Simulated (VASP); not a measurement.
The system is In3SbO4.

```
In Sb O
1.0
    -2.62700    2.62700    5.36400
     2.62700   -2.62700    5.36400
     2.62700    2.62700   -5.36400
In Sb O
3 1 4
Direct
  0.25000 0.75000 0.50000
  0.75000 0.25000 0.50000
  0.50000 0.50000 0.00000
  0.00000 0.00000 0.00000
  0.14141 0.14141 0.52722
  0.61419 0.61419 0.47278
  0.38581 0.85859 0.00000
  0.85859 0.38581 0.00000
```

The cell was built by a generator and needn't be a form met in nature.

| Item | Value |
| --- | --- |
| Program | VASP 6.6.1 |
| Task | relaxation of cell and atoms |
| Functional | PBE |
| Potentials or basis | VASP PAW PBE potentials, release 64 (In_d, Sb, O) |
| Cutoff | 520 eV |
| k mesh | 8 × 8 × 8 |
| Occupations | gaussian, width 0.1 eV |
| Spin | no spin polarisation |

At the start: pressure -0.0 GPa; volume 18.51 Å³/atom.

Problem. Where does the relaxation end?

Solution. Over 50 steps the energy falls by 52.4 meV/atom and the volume is 18.09 Å³/atom (-2.3 %); space group I-42m (No. 121, to 0.05 Å).

Step by step:
```csv
step,energy change (eV),largest force (eV/Å),pressure (GPa),volume (Å³)
1,0.0000,0.0915,0.00,148.07
3,-0.0105,0.0826,-0.14,148.02
5,-0.0205,0.1010,0.15,146.85
7,-0.0233,0.0972,0.32,146.30
9,-0.0344,0.0653,-0.01,145.67
11,-0.0419,0.0799,0.06,145.37
13,-0.0488,0.0686,-0.82,146.36
15,-0.0520,0.0673,-0.69,146.01
17,-0.0640,0.0618,0.05,144.34
19,-0.0683,0.0588,0.61,143.26
21,-0.0698,0.0853,0.90,142.75
23,-0.0699,0.1776,1.22,142.39
25,-0.0750,0.1435,0.81,142.97
27,-0.0834,0.2694,-1.22,146.60
29,-0.0941,0.2504,-0.73,145.66
31,-0.1299,0.5213,-1.11,146.65
33,-0.1681,0.4413,-0.35,145.32
35,-0.2272,0.4466,0.12,143.78
37,-0.3100,0.2203,-0.32,142.37
39,-0.3656,0.1469,0.53,141.14
41,-0.4080,0.1639,0.59,143.42
43,-0.4155,0.1120,0.05,144.46
45,-0.4180,0.0438,0.27,144.71
47,-0.4187,0.0175,0.00,145.02
49,-0.4190,0.0127,-0.02,144.88
50,-0.4191,0.0093,0.05,144.72
```

Final structure:
```yaml
crystal:
  lattice:
    - [-2.39117, 2.39117, 6.32775]
    - [2.39117, -2.39117, 6.32775]
    - [2.39117, 2.39117, -6.32775]
  atoms:
    - { symbol: In, position: [0.25000, 0.75000, 0.50000] }
    - { symbol: In, position: [0.75000, 0.25000, 0.50000] }
    - { symbol: In, position: [0.50000, 0.50000, 0.00000] }
    - { symbol: Sb, position: [0.00000, 0.00000, 0.00000] }
    - { symbol: O, position: [0.08268, 0.08268, 0.47055] }
    - { symbol: O, position: [0.61213, 0.61213, 0.52945] }
    - { symbol: O, position: [0.38787, 0.91732, 0.00000] }
    - { symbol: O, position: [0.91732, 0.38787, 0.00000] }
```
